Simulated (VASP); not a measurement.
Level of theory: PBE GGA, VASP's PBE PAW potentials (set 64) (plane waves; VASP).

Input for VASP

POSCAR:
```
La
1
    1.9626932922    -3.3994847394     0.0000000000
    1.9626932922     3.3994847394     0.0000000000
    0.0000000000     0.0000000000    12.5468450456
La
4
Direct
  1.0000000000   0.0000000000   0.5000000000
  1.0000000000   0.0000000000   0.0000000000
  0.3333330000   0.6666670000   0.2500000000
  0.6666670000   0.3333330000   0.7500000000
```

**INCAR**
```
ALGO=Normal
EDIFF=1E-7
ENCUT=480
GGA=PE
ISIF=2
ISMEAR=1
LASPH=.TRUE.
LCHARG=.FALSE.
LMAXMIX=6
LREAL=.FALSE.
LWAVE=.FALSE.
NELM=100
PREC=Accurate
SIGMA=0.1
SYSTEM=La
```

File KPOINTS:
```
Automatic mesh
0
G
10 10 4
```

POTCAR, in this order: La (PBE.64 set). Program: vasp_std.

Output

**OSZICAR**
```
       N       E                     dE             d eps       ncg     rms          rms(c)
DAV:   1     0.564434846017E+03    0.56443E+03   -0.14398E+04  2184   0.208E+03
DAV:   2     0.111370276543E+03   -0.45306E+03   -0.44783E+03  3392   0.427E+02
DAV:   3    -0.317464385327E+01   -0.11454E+03   -0.11350E+03  3880   0.258E+02
DAV:   4    -0.172090337462E+02   -0.14034E+02   -0.13861E+02  4032   0.909E+01
DAV:   5    -0.190815444142E+02   -0.18725E+01   -0.18130E+01  4264   0.327E+01    0.425E+00
DAV:   6    -0.193272365598E+02   -0.24569E+00   -0.24478E+00  4320   0.113E+01    0.217E+00
DAV:   7    -0.193697716339E+02   -0.42535E-01   -0.36633E-01  4176   0.423E+00    0.611E-01
DAV:   8    -0.193809140208E+02   -0.11142E-01   -0.59587E-02  4312   0.163E+00    0.270E-01
DAV:   9    -0.193829359330E+02   -0.20219E-02   -0.80553E-03  4304   0.502E-01    0.214E-01
DAV:  10    -0.193847152729E+02   -0.17793E-02   -0.55088E-03  3424   0.565E-01    0.295E-02
DAV:  11    -0.193847077576E+02    0.75153E-05   -0.54960E-04  4016   0.219E-01    0.178E-02
DAV:  12    -0.193847101111E+02   -0.23535E-05   -0.76710E-05  4336   0.460E-02    0.117E-02
DAV:  13    -0.193847085814E+02    0.15297E-05   -0.15926E-05  3960   0.230E-02    0.173E-03
DAV:  14    -0.193847084668E+02    0.11455E-06   -0.30529E-06  3000   0.847E-03    0.106E-03
DAV:  15    -0.193847077556E+02    0.71121E-06   -0.50428E-07  2352   0.482E-03    0.216E-04
DAV:  16    -0.193847078362E+02   -0.80564E-07   -0.72245E-08  2328   0.253E-03
   1 F= -.19384708E+02 E0= -.19385383E+02  d E =0.202526E-02
```

**OUTCAR**
```
------------------------ aborting loop because EDIFF is reached ----------------------------------------
  FORCE on cell =-STRESS in cart. coord.  units (eV):
  Direction    XX          YY          ZZ          XY          YZ          ZX
  --------------------------------------------------------------------------------------
  Total       -2.6833691     -2.6833694     -2.6725845      0.0000000      0.0000000      0.0000000
  in kB      -25.6779842    -25.6779878    -25.5747835      0.0000000      0.0000000      0.0000000
  external PRESSURE =     -25.6435852 kB  Pullay stress =       0.0000000 kB
  volume of cell :      167.43
      direct lattice vectors                 reciprocal lattice vectors
     1.962693292 -3.399484739  0.000000000     0.254751979 -0.147081113  0.000000000
     1.962693292  3.399484739  0.000000000     0.254751979  0.147081113  0.000000000
     0.000000000  0.000000000 12.546845046     0.000000000  0.000000000  0.079701311
 POSITION                                       TOTAL-FORCE (eV/Angst)
 -----------------------------------------------------------------------------------
      0.00000      0.00000      6.27342         0.000000      0.000000     -0.000000
      0.00000      0.00000      0.00000         0.000000      0.000000     -0.000000
      1.96269      1.13316      3.13671         0.000000     -0.000000     -0.000000
      1.96269     -1.13316      9.41013        -0.000000      0.000000      0.000000
 -----------------------------------------------------------------------------------
    total drift:                                0.000000      0.000000      0.000000
  FREE ENERGIE OF THE ION-ELECTRON SYSTEM (eV)
  ---------------------------------------------------
  free  energy   TOTEN  =       -19.3847078362 eV

  energy  without entropy=      -19.3867330978  energy(sigma->0) =      -19.38538292
```
(Selected blocks of OUTCAR.)

The compound is La in the dhcp structure. This cell was strained or had an atom moved on purpose.
